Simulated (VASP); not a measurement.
These are modified Becke-Johnson potential (mBJ), VASP's PBE PAW potentials (set 64) (plane waves; VASP 6.6.1) values and carry that method's errors.

The input files of a VASP run:

### KPOINTS
```
Automatic mesh
0
Gamma
8 8 8
0 0 0
```

KPOINTS_OPT:
```
k-points along high-symmetry lines
11
Line-mode
Reciprocal
  0.000000   0.000000   0.000000 ! GAMMA
  0.500000   0.000000   0.500000 ! X

  0.500000   0.000000   0.500000 ! X
  0.625000   0.250000   0.625000 ! U

  0.375000   0.375000   0.750000 ! K
  0.000000   0.000000   0.000000 ! GAMMA

  0.000000   0.000000   0.000000 ! GAMMA
  0.500000   0.500000   0.500000 ! L

  0.500000   0.500000   0.500000 ! L
  0.500000   0.250000   0.750000 ! W

  0.500000   0.250000   0.750000 ! W
  0.500000   0.000000   0.500000 ! X
```

**INCAR**
```
SYSTEM = CaO
PREC = Accurate; ENCUT = 520; LREAL = .FALSE.
LASPH = .TRUE.
EDIFF = 1E-6; NELM = 200; ALGO = Normal
LMIXTAU = .TRUE.
ISMEAR = 0; SIGMA = 0.05
METAGGA = MBJ
ISIF = 0
LWAVE = .FALSE.; LCHARG = .FALSE.
```

POSCAR:
```
CaO
1
    0.0000000000     2.4195481198     2.4195481198
    2.4195481198     0.0000000000     2.4195481198
    2.4195481198     2.4195481198     0.0000000000
Ca O
1 1
Direct
  0.0000000000   0.0000000000   0.0000000000
  0.5000000000   0.5000000000   0.5000000000
```

POTCAR, in this order: Ca_sv O (PBE.64 set). Program: vasp_std. Read from the step before: WAVECAR.

What VASP printed:

### OUTCAR
```
 ion  position               nearest neighbor table
   1  0.000  0.000  0.000-   2 2.42   2 2.42   2 2.42   2 2.42   2 2.42   2 2.42
   2  0.500  0.500  0.500-   1 2.42   1 2.42   1 2.42   1 2.42   1 2.42   1 2.42
  LATTYP: Found a face centered cubic cell.
 ALAT       =     4.8390962396
 Subroutine PRICEL returns:
 Original cell was already a primitive cell.
 Subroutine GETGRP returns: Found 48 space group operations
The static configuration has the point symmetry O_h .
The dynamic configuration has the point symmetry O_h .
 Subroutine INISYM returns: Found 48 space group operations
 Subroutine IBZKPT returns following result:
 Found     29 irreducible k-points:

 Following reciprocal coordinates:
            Coordinates               Weight
  0.000000  0.000000  0.000000      1.000000
  0.125000  0.000000  0.000000      8.000000
  0.250000  0.000000  0.000000      8.000000
  0.375000  0.000000  0.000000      8.000000
  0.500000  0.000000  0.000000      4.000000
  0.125000  0.125000  0.000000      6.000000
  0.250000  0.125000  0.000000     24.000000
  0.375000  0.125000  0.000000     24.000000
  0.500000  0.125000  0.000000     24.000000
...
```

### OSZICAR
```
       N       E                     dE             d eps       ncg     rms          rms(c)
DAV:   1     0.510241181750E+02    0.51024E+02   -0.12314E+00   812   0.133E+01    0.904E-01
DAV:   2     0.506031895168E+02   -0.42093E+00   -0.31771E+00   740   0.201E+01    0.189E+00
DAV:   3     0.505824338478E+02   -0.20756E-01   -0.97849E-02   984   0.335E+00    0.201E+00
DAV:   4     0.502491169132E+02   -0.33332E+00   -0.15607E-01   724   0.391E+00    0.207E+00
DAV:   5     0.504821323372E+02    0.23302E+00   -0.41893E-02   760   0.222E+00    0.207E+00
DAV:   6     0.506524167166E+02    0.17028E+00   -0.27344E-01   820   0.378E+00    0.332E+00
DAV:   7     0.506499543264E+02   -0.24624E-02   -0.10411E+00   836   0.850E+00    0.170E+00
DAV:   8     0.499146022937E+02   -0.73535E+00   -0.15639E+00   816   0.973E+00    0.471E+00
DAV:   9     0.516880560599E+02    0.17735E+01   -0.36801E+00   864   0.148E+01    0.201E+00
DAV:  10     0.521411149878E+02    0.45306E+00   -0.38508E-01   696   0.703E+00    0.560E-01
DAV:  11     0.521119187133E+02   -0.29196E-01   -0.28236E-01   820   0.390E+00    0.130E+00
DAV:  12     0.523239133237E+02    0.21199E+00   -0.93184E-02   852   0.264E+00    0.321E-01
DAV:  13     0.524493202007E+02    0.12541E+00   -0.84752E-03   860   0.867E-01    0.108E-01
DAV:  14     0.525224669867E+02    0.73147E-01   -0.23000E-03   716   0.512E-01    0.129E-01
DAV:  15     0.524245785840E+02   -0.97888E-01   -0.25824E-03   700   0.612E-01    0.453E-02
DAV:  16     0.524506199886E+02    0.26041E-01   -0.44022E-04   744   0.275E-01    0.284E-02
DAV:  17     0.524422956240E+02   -0.83244E-02   -0.82585E-05   792   0.101E-01    0.158E-02
DAV:  18     0.524440557110E+02    0.17601E-02   -0.18750E-05   932   0.547E-02    0.884E-03
DAV:  19     0.524439344406E+02   -0.12127E-03   -0.40561E-06   768   0.281E-02    0.119E-02
DAV:  20     0.524434708166E+02   -0.46362E-03   -0.48944E-07   412   0.936E-03    0.113E-02
DAV:  21     0.524444456548E+02    0.97484E-03   -0.48208E-06   632   0.159E-02    0.462E-03
DAV:  22     0.524443170236E+02   -0.12863E-03   -0.10491E-06   364   0.980E-03    0.169E-03
DAV:  23     0.524442632178E+02   -0.53806E-04   -0.17335E-07   372   0.341E-03    0.120E-03
DAV:  24     0.524437917051E+02   -0.47151E-03   -0.14920E-07   356   0.340E-03    0.473E-04
DAV:  25     0.524433322252E+02   -0.45948E-03   -0.31448E-08   360   0.187E-03    0.173E-04
DAV:  26     0.524432937259E+02   -0.38499E-04   -0.21290E-08   360   0.163E-03    0.140E-04
DAV:  27     0.524432655243E+02   -0.28202E-04   -0.58342E-09   360   0.605E-04    0.117E-04
DAV:  28     0.524432232020E+02   -0.42322E-04   -0.31096E-09   360   0.382E-04    0.767E-05
DAV:  29     0.524432034220E+02   -0.19780E-04   -0.21408E-09   360   0.348E-04    0.643E-05
DAV:  30     0.524431524615E+02   -0.50960E-04   -0.11410E-09   352   0.262E-04    0.274E-05
DAV:  31     0.524431381925E+02   -0.14269E-04   -0.69169E-10   360   0.193E-04    0.112E-05
DAV:  32     0.524431411738E+02    0.29813E-05   -0.44543E-10   360   0.123E-04    0.169E-05
DAV:  33     0.524431318921E+02   -0.92817E-05   -0.25469E-10   348   0.893E-05    0.910E-06
DAV:  34     0.524431333162E+02    0.14241E-05   -0.14760E-10   348   0.612E-05    0.120E-05
DAV:  35     0.524431298689E+02   -0.34473E-05   -0.82474E-11   348   0.558E-05    0.808E-06
DAV:  36     0.524431249641E+02   -0.49048E-05   -0.45692E-11   348   0.385E-05    0.210E-06
DAV:  37     0.524431228766E+02   -0.20875E-05   -0.29347E-11   348   0.314E-05    0.696E-07
DAV:  38     0.524431233164E+02    0.43975E-06   -0.19262E-11   348   0.196E-05
   1 F= 0.52443123E+02 E0= 0.52443123E+02  d E =-.166315E-13
       N       E                     dE             ncg
       N       E                     dE             ncg
       N       E                     dE             ncg
```

OUTCAR:
```
------------------------ aborting loop because EDIFF is reached ----------------------------------------
  volume of cell :       28.33
      direct lattice vectors                 reciprocal lattice vectors
     0.000000000  2.419548120  2.419548120    -0.206650157  0.206650157  0.206650157
     2.419548120  0.000000000  2.419548120     0.206650157 -0.206650157  0.206650157
     2.419548120  2.419548120  0.000000000     0.206650157  0.206650157 -0.206650157
  FREE ENERGIE OF THE ION-ELECTRON SYSTEM (eV)
  ---------------------------------------------------
  free  energy   TOTEN  =        52.4431233164 eV

  energy  without entropy=       52.4431233164  energy(sigma->0) =       52.44312332

     CMBJ =    1.0000

     CMBJA=   -0.0120

     CMBJB=    1.0230

     CMBJE=    0.5000

    CMBJ =    1.4077
```
(Selected blocks of OUTCAR.)

OUTCAR:
```
 val. band max:        2.9341467251   @ k =   0.0000   0.0000   0.0000

 cond. band min:       8.1813087336   @ k =   0.5000   0.5000   0.0000


 Fermi energy:         3.1739740869

 k-point     1 :       0.0000    0.0000    0.0000
  band No.  band energies     occupation
      1     -35.9221      2.00000
      2     -16.0502      2.00000
      3     -16.0502      2.00000
      4     -16.0502      2.00000
      5     -13.7124      2.00000
      6       2.9340      2.00000
      7       2.9340      2.00000
      8       2.9341      2.00000
      9       9.7846      0.00000
     10      10.1342      0.00000
     11      10.1342      0.00000
     12      10.1343      0.00000

 k-point     2 :       0.1250    0.0000    0.0000
  band No.  band energies     occupation
      1     -35.9112      2.00000
      2     -16.2397      2.00000
      3     -16.0557      2.00000
      4     -16.0557      2.00000
      5     -13.5183      2.00000
      6       2.5619      2.00000
      7       2.7544      2.00000
      8       2.7545      2.00000
      9      10.1552      0.00000
     10      10.3539      0.00000
     11      10.3540      0.00000
     12      10.3802      0.00000

 k-point     3 :       0.2500    0.0000    0.0000
  band No.  band energies     occupation
      1     -35.8849      2.00000
      2     -16.6139      2.00000
      3     -16.0689      2.00000
      4     -16.0689      2.00000
      5     -13.1319      2.00000
      6       1.8014      2.00000
      7       2.3633      2.00000
      8       2.3634      2.00000
      9      10.3374      0.00000
     10      10.9243      0.00000
     11      10.9244      0.00000
     12      11.7488      0.00000

 k-point     4 :       0.3750    0.0000    0.0000
  band No.  band energies     occupation
      1     -35.8584      2.00000
      2     -16.9208      2.00000
      3     -16.0821      2.00000
      4     -16.0821      2.00000
      5     -12.8111      2.00000
      6       1.1582      2.00000
...
```

mBJ is a potential without an energy functional, so only the levels count.

The compound is CaO in the rock salt structure. It was relaxed first. The cell's shape comes from a PBE relaxation.
